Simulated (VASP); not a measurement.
Data:

```xyz
5
Lattice="3.9934 0.0000 0.0000 0.0000 3.9934 0.0000 0.0000 0.0000 3.9934" Properties=species:S:1:pos:R:3 pbc="T T T"
K      0.0000     0.0000     0.0000
Ta     1.9967     1.9967     1.9967
O      1.9967     0.0000     1.9967
O      0.0000     1.9967     1.9967
O      1.9967     1.9967     0.0000
```

Computed with AM05 GGA, VASP's PBE PAW potentials (set 64) (plane waves; VASP). Numerical set-up: 520 eV cut-off, 6×6×6 Γ-centred mesh, tetrahedra with Blöchl corrections, potentials K_sv Ta_pv O.

Unless said otherwise, spin-orbit coupling is left out, though it shifts the bands of the heavy elements here.

Problem. Tabulate the total density of states (states/eV per cell) against energy (eV; zero at the valence-band maximum or, without a gap, the Fermi level).

Solution. 
```
E (eV) | DOS (states/eV)
    -9.96 |  0.00
    -9.72 |  0.00
    -9.60 |  0.00
    -9.36 |  0.00
    -9.12 |  0.00
    -9.00 |  0.00
    -8.76 |  0.00
    -8.64 |  0.00
    -8.40 |  0.00
    -8.16 |  0.00
    -8.04 |  0.00
    -7.80 |  0.00
    -7.56 |  0.00
    -7.44 |  0.00
    -7.20 |  0.00
    -7.08 |  0.00
    -6.84 |  0.00
    -6.60 |  0.00
    -6.48 |  0.00
    -6.24 |  0.00
    -6.00 |  0.00
    -5.88 |  0.00
    -5.64 |  0.05
    -5.40 | ######### 2.17
    -5.28 | ######### 2.08
    -5.04 | ######### 2.10
    -4.92 | ######### 2.12
    -4.68 | ################# 3.96
    -4.44 | ######## 1.85
    -4.32 | ######### 2.16
    -4.08 | ########## 2.30
    -3.84 | ########## 2.22
    -3.72 | ############# 2.90
    -3.48 | ############## 3.25
    -3.24 | ################### 4.33
    -3.12 | ###################### 5.11
    -2.88 | ########################## 5.92
    -2.76 | ######################## 5.54
    -2.52 | ################ 3.78
    -2.28 | ########### 2.49
    -2.16 | ######### 2.18
    -1.92 | ########### 2.44
    -1.68 | ######### 2.02
    -1.56 | ##### 1.08
    -1.32 | ################## 4.07
    -1.20 | ############################## 6.92
    -0.96 | ########################### 6.34
    -0.72 | ################# 3.81
    -0.60 | ############ 2.80
    -0.36 | ############ 2.69
    -0.12 | ####### 1.65
     0.00 | # 0.30
     0.24 |  0.00
     0.48 |  0.00
     0.60 |  0.00
     0.84 |  0.00
     0.96 |  0.00
     1.20 |  0.00
     1.44 |  0.00
     1.56 |  0.00
     1.80 |  0.00
     2.04 |  0.01
     2.16 |  0.08
     2.40 | # 0.29
     2.64 | ## 0.54
     2.76 | ### 0.67
     3.00 | ##### 1.14
     3.12 | ##### 1.14
     3.36 | ##### 1.11
     3.60 | ##### 1.09
     3.72 | ##### 1.15
     3.96 | ###### 1.28
     4.20 | ###### 1.42
     4.32 | ######## 1.76
     4.56 | ############ 2.74
     4.68 | ############# 2.94
     4.92 | ############## 3.31
     5.16 | ########### 2.45
     5.28 | ######## 1.92
     5.52 | ######## 1.74
```
Within 2 eV below the valence-band maximum the largest weight inside VASP's projection spheres is O p.

The compound is KTaO3 in the cubic perovskite structure. It was relaxed first.
